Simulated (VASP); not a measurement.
VASP ran on this input.

### POSCAR
```
HgS
1
    4.4307100000     0.0000000000     0.0000000000
   -2.2153550000     3.8371070000     0.0000000000
    0.0000000000     0.0000000000     9.7455900000
Hg S
3 3
Direct
  0.2417290000   0.0032970000   0.6695930000
  0.0002500000   0.2483450000   0.3343300000
  0.7576990000   0.7482220000  -0.0014310000
  0.5369470000   0.0006770000   0.1614210000
 -0.0009300000   0.5408750000   0.8375710000
  0.4643050000   0.4585840000   0.4985160000
```

### INCAR
```
ALGO = Normal
EDIFF = 1E-6
ENCUT = 300
GGA = PE
ISIF = 2
ISMEAR = 0
LASPH = .TRUE.
LCHARG = .FALSE.
LMAXMIX = 6
LREAL = .FALSE.
LWAVE = .FALSE.
NELM = 100
PREC = Accurate
SIGMA = 0.01
SYSTEM = HgS
```

### KPOINTS
```
Regular mesh
0
Gamma
5 5 2
```

POTCAR, in this order: Hg S (PBE.64 set). Program: vasp_std.

Question: Write an equivalent input for Quantum ESPRESSO's pw.x.

Answer: One equivalent input (not run):
```
&CONTROL
  calculation = 'scf'
  pseudo_dir = './pseudo'
  outdir = './out'
  tprnfor = .true.
  tstress = .true.
/
&SYSTEM
  ibrav = 0
  nat = 6
  ntyp = 2
  ecutwfc = 66
  occupations = 'smearing'
  smearing = 'gaussian'
  degauss = 0.000735
  input_dft = 'pbe'
/
&ELECTRONS
  conv_thr = 7.3e-08
  electron_maxstep = 100
/
ATOMIC_SPECIES
  Hg 200.592 Hg.upf
  S 32.060 S.upf
CELL_PARAMETERS angstrom
     4.4307100    0.0000000    0.0000000
    -2.2153550    3.8371070    0.0000000
     0.0000000    0.0000000    9.7455900
ATOMIC_POSITIONS crystal
  Hg   0.2417290  0.0032970  0.6695930
  Hg   0.0002500  0.2483450  0.3343300
  Hg   0.7576990  0.7482220 -0.0014310
  S    0.5369470  0.0006770  0.1614210
  S   -0.0009300  0.5408750  0.8375710
  S    0.4643050  0.4585840  0.4985160
K_POINTS automatic
  5 5 2 0 0 0
```
What does not carry over: the potentials are each code's own (VASP's PAW set, PseudoDojo norm-conserving files in pw.x), so ENCUT and ecutwfc are chosen apart and not converted; conv_thr bounds pw.x's estimated SCF error, while EDIFF bounds the energy change between steps.

The structure comes from a computed database's HgS entry, a phase known from measurement. The cell was not relaxed at this level, atoms are displaced from their ideal sites.
